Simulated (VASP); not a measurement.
An input for Ansatz (written as the equivalent of a VASP run, and not itself run):

Ansatz 0.2 input:
```yaml
crystal:
  lattice:
    - [4.2090623, 0.0000000, 0.0000000]
    - [0.0000000, 4.2090623, 0.0000000]
    - [0.0000000, 0.0000000, 4.2090623]
  atoms:
    - { symbol: Cs, position: [0.0000000, 0.0000000, 0.0000000] }
    - { symbol: Cl, position: [0.5000000, 0.5000000, 0.5000000] }
kpoints:
  mp_grid: { grid: [6, 6, 6] }
hamiltonian:
  xc: pbe
  pseudopotentials: { kind: paw }
scf:
  occupations: { method: gaussian, width: 0.05 }
  max_iter: 100
relax:
  max_steps: 60
  f_tol: 0.01
  cell: {}
output: { forces: true, stress: true, eigenvalues: true }
```

Task: Translate this input to VASP (INCAR, KPOINTS, POSCAR, choice of POTCAR).

Result: One answer among several that fit: 
**KPOINTS**
```
kpoints
0
gamma
  6 6 6
0 0 0
```

### INCAR
```
SYSTEM  =  CsCl
PREC  =  Accurate; ENCUT  =  480; LREAL  =  .FALSE.
LASPH  =  .TRUE.
EDIFF  =  1E-6; NELM  =  100; ALGO  =  Normal
LMAXMIX  =  4
ISMEAR  =  0; SIGMA  =  0.05
GGA  =  PE
IBRION  =  2; NSW  =  60; ISIF  =  3
EDIFFG  =  -0.01
LWAVE  =  .FALSE.; LCHARG  =  .FALSE.
```

**POSCAR**
```
CsCl
1
    4.2090623405    -0.0000000000    -0.0000000000
    0.0000000000     4.2090623405     0.0000000000
   -0.0000000000     0.0000000000     4.2090623405
Cs Cl
1 1
Direct
  0.0000000000   0.0000000000   0.0000000000
  0.5000000000   0.5000000000   0.5000000000
```

POTCAR, in this order: Cs_sv Cl (PBE.64 set). Program: vasp_std.

The two are equivalent in intent, not identical: each code has its own PAW files, so the cut-off isn't converted (ENCUT is set for VASP's; basis.ecutwfc is left out, and Ansatz then takes the one that its files recommend); Ansatz stops its SCF on the density residual and VASP on the energy change (EDIFF).

The compound is CsCl in the CsCl type structure. It was relaxed first, which changed the volume by +7 %. The start is the result of an earlier pass.
